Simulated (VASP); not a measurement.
Consider the following.

```xyz
2
Lattice="3.1500 0.0000 0.0000 0.0000 3.1500 0.0000 0.0000 0.0000 3.1500" Properties=species:S:1:pos:R:3 pbc="T T T"
Zn     1.5750     1.5750     1.5750
Au     0.0000     0.0000     0.0000
```

Calculation: PBE GGA, VASP's PBE PAW potentials (set 64) (plane waves; VASP). Run with 400 eV cut-off, 10×10×10 Γ-centred mesh, first-order Methfessel-Paxton smearing of 0.10 eV, potentials Zn Au.

Task: Give the stress tensor in GPa (positive for a compressed cell).

Result: 
```
4.04  0.00  0.00
0.00  4.04  0.00
0.00  0.00  4.04
```
The pressure is its mean diagonal, 4.04 GPa.

The compound is AuZn in the CsCl type structure. The cell was not relaxed at this level. The electron count is odd and the run is not spin-polarised, which forces a metal.
